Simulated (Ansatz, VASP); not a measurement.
# Cross-check of Re (Rhenium) between VASP and Ansatz, part 2 of 2

Aim: how closely do two programs agree when they are given the same cell, functional and k mesh? The cell is taken from a series of runs on this material, whose earlier steps may have relaxed, scaled, displaced or heated it; both programs get it as it stands.

VASP 6.6.1 and Ansatz 0.2.0.

So far: The starting structure; Ansatz: zone-centre phonons, PBEsol; VASP: zone-centre phonons, PBEsol.

### Step 3. VASP: zone-centre phonons, PBEsol (continued)

Level of this step: PBEsol; plane waves and PAW (Re) (VASP).

Numbers of over 12 decimals in the logs are rounded to 6 here.

OUTCAR, selected parts (step 3):

```text
ion  position               nearest neighbor table
   1  0.333  0.667  0.250-   2 2.73   2 2.73   2 2.73   2 2.73   2 2.73   2 2.73
   2  0.667  0.333  0.750-   1 2.73   1 2.73   1 2.73   1 2.73   1 2.73   1 2.73

  LATTYP: Found a hexagonal cell.
 ALAT       =     2.7782609672
 C/A-ratio  =     1.5878847717

 Subroutine GETGRP returns: Found 24 space group operations
 (whereof 12 operations were pure point group operations)

The static configuration has the point symmetry D_3d.
 The point group associated with its full space group is D_6h.

 Found    259 irreducible k-points:

   k-points           NKPTS =    259   k-points in BZ     NKDIM =    259   number of bands    NBANDS=     13

   dimension x,y,z NGX =    24 NGY =   24 NGZ =   36
   dimension x,y,z NGXF=    48 NGYF=   48 NGZF=   72

   ENCUT  =  600.0 eV  44.10 Ry    6.64 a.u.   5.55  5.55  8.81*2*pi/ulx,y,z

   NELECT =      14.0000    total number of electrons

 k-points in reciprocal lattice and weights: Automatic mesh
   0.00000000  0.00000000  0.00000000       0.000
   0.05555556  0.00000000  0.00000000       0.002
   0.11111111  0.00000000  0.00000000       0.002
   0.16666667  0.00000000  0.00000000       0.002
   0.22222222  0.00000000  0.00000000       0.002
   0.27777778 -0.00000000  0.00000000       0.002
   0.33333333  0.00000000  0.00000000       0.002
   0.38888889  0.00000000  0.00000000       0.002
   0.44444444  0.00000000  0.00000000       0.002
[...]
0.33333333  0.27777778  0.50000000       0.003
   0.33333333  0.33333333  0.50000000       0.001

 average (electrostatic) potential at core
       1 -38.9912       2 -38.9912

  Total       -1.3325544     -1.3325544     -0.0295912      0.0000000     -0.0000000      0.0000000
  in kB      -72.3980376    -72.3980376     -1.6076967      0.0000000     -0.0000000      0.0000000
  external PRESSURE =     -48.8012573 kB  Pullay stress =       0.0000000 kB

  energy-cutoff  :      600.00
  volume of cell :       29.49
      direct lattice vectors                 reciprocal lattice vectors
     2.778260967  0.000000000  0.000000000     0.359937390  0.207809949  0.000000000
    -1.389130484  2.406044576  0.000000000     0.000000000  0.415619897  0.000000000
     0.000000000  0.000000000  4.411558281     0.000000000  0.000000000  0.226677273

 POSITION                                       TOTAL-FORCE (eV/Angst)
 -----------------------------------------------------------------------------------
     -0.00000      1.60403      1.10289         0.000000     -0.000000      0.000000
      1.38913      0.80201      3.30867        -0.000000      0.000000      0.000000
 -----------------------------------------------------------------------------------
    total drift:                               -0.000000      0.000000     -0.000000

 Eigenvectors and eigenvalues of the dynamical matrix
 ----------------------------------------------------

   1 f  =    3.350627 THz    21.052612 2PiTHz  111.764893 cm-1    13.857074 meV
             X         Y         Z           dx          dy          dz
     -0.000000  1.604030  1.102890    -0.000001   -0.707107    0.000000
      1.389130  0.802015  3.308669     0.000001    0.707107    0.000000

   2 f  =    3.350627 THz    21.052612 2PiTHz  111.764893 cm-1    13.857074 meV
             X         Y         Z           dx          dy          dz
     -0.000000  1.604030  1.102890     0.707107   -0.000001    0.000000
      1.389130  0.802015  3.308669    -0.707107    0.000001    0.000000

   3 f  =    2.715948 THz    17.064802 2PiTHz   90.594258 cm-1    11.232251 meV
             X         Y         Z           dx          dy          dz
     -0.000000  1.604030  1.102890     0.000000   -0.000000   -0.707107
      1.389130  0.802015  3.308669     0.000000    0.000000    0.707107

   4 f  =    0.000000 THz     0.000000 2PiTHz    0.000001 cm-1     0.000000 meV
             X         Y         Z           dx          dy          dz
     -0.000000  1.604030  1.102890     0.707107   -0.000000    0.000000
      1.389130  0.802015  3.308669     0.707107   -0.000000    0.000000

   5 f  =    0.000000 THz     0.000000 2PiTHz    0.000000 cm-1     0.000000 meV
             X         Y         Z           dx          dy          dz
     -0.000000  1.604030  1.102890     0.000000   -0.000000   -0.707107
      1.389130  0.802015  3.308669     0.000000    0.000000   -0.707107

   6 f  =    0.000000 THz     0.000000 2PiTHz    0.000000 cm-1     0.000000 meV
             X         Y         Z           dx          dy          dz
     -0.000000  1.604030  1.102890    -0.000000   -0.707107    0.000000
      1.389130  0.802015  3.308669    -0.000000   -0.707107    0.000000

 ELASTIC MODULI CONTR FROM IONIC RELAXATION (kBar)
 Direction    XX          YY          ZZ          XY          YZ          ZX
 --------------------------------------------------------------------------------
 XX        -167.8767    167.8767      0.0000      0.0000     -0.0000      0.0000
 YY         167.8767   -167.8767      0.0000      0.0000     -0.0000      0.0000
 ZZ           0.0000      0.0000     -0.0000     -0.0000      0.0000     -0.0000
 XY           0.0000      0.0000     -0.0000   -167.8767      0.0000     -0.0000
 YZ          -0.0000     -0.0000      0.0000      0.0000     -0.0000      0.0000
 ZX           0.0000      0.0000     -0.0000     -0.0000      0.0000     -0.0000
 --------------------------------------------------------------------------------
```

The data set Re keeps the semicore shell frozen, which is cheaper and a little less accurate.

### Step 4. Comparison

Known differences besides the potentials themselves: the data sets hold 30 valence electrons in Ansatz (on its PAW soft_1 files) and 14 in VASP; the cutoff is 420 eV in Ansatz and 600 eV in VASP; Ansatz makes its cores anew for this functional, VASP keeps those of its PBE data sets. Total energies have different zeros and are not compared.

The two programs side by side:

| quantity | Ansatz | VASP | difference |
| --- | --- | --- | --- |
| optical mode 1 (cm⁻¹) | 96.7 | 90.6 | +6.78 % |
| optical mode 2 to 3 (cm⁻¹) | 113.6 | 111.8 | +1.67 % |

Modes are paired by rising frequency, not by their patterns, so a pair may set unlike modes beside each other; they are those without the splitting of longitudinal modes.

### Step 5. Outcome

* r.m.s. difference of the optical zone-centre modes, each program's sorted by frequency (zone-centre phonons, PBEsol): 3.9 cm⁻¹
* difference in optical mode 1 (zone-centre phonons, PBEsol): +6.8 %

The r.m.s. difference of the optical zone-centre modes, each program's sorted by frequency is 3.9 cm⁻¹ (zone-centre phonons, PBEsol). The data sets hold unlike numbers of valence electrons (30 in Ansatz and 14 in VASP), so part of the differences comes from the potentials. Among the rows given in per cent, the largest difference of the zone-centre phonons, PBEsol pair is in optical mode 1, +6.8 %. How closely two codes agree says nothing of how well the functional describes the real material.

[Lines on the potential files, build, host, timing and source positions are cut from VASP's logs without a mark.]

[Logs are printed without paths, hosts, clocks, repeated set-up lines and the standing remarks that a program may print on its own settings, such as how far it seeks lower states.]

[Hosts, paths, dates, database ids (printed as entryN), source tags and the programs' standing remarks are cut or masked in the printed files.]
